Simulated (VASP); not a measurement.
Data:

```
CELL_PARAMETERS angstrom
      2.68307    -6.36291     0.00000
      2.68307     6.36291     0.00000
      0.00000     0.00000     4.71514
ATOMIC_POSITIONS crystal
  Ba 0.13558 0.86442 0.25000
  Ba 0.86442 0.13558 0.75000
  Sn 0.42794 0.57206 0.25000
  Sn 0.57206 0.42794 0.75000
```

Level of theory: PBEsol GGA, VASP's PBE PAW potentials (set 64) (plane waves; VASP). Settings: 300 eV cut-off, 5×5×5 Γ-centred mesh, Fermi-Dirac smearing of 0.050 eV, potentials Ba_sv Sn_d.

At this cut-off the stress carries a Pulay error, which pulls relaxed volumes low.

**Question.** Give the stress tensor in GPa (positive for a compressed cell).

**Answer.** 
```
-1.75   0.00   0.00
 0.00  -1.31   0.00
 0.00   0.00  -1.29
```
The pressure is its mean diagonal, -1.45 GPa.

The structure comes from a computed database's BaSn entry (Cmcm); how it stands against other phases isn't given here. The cell was not relaxed at this level.
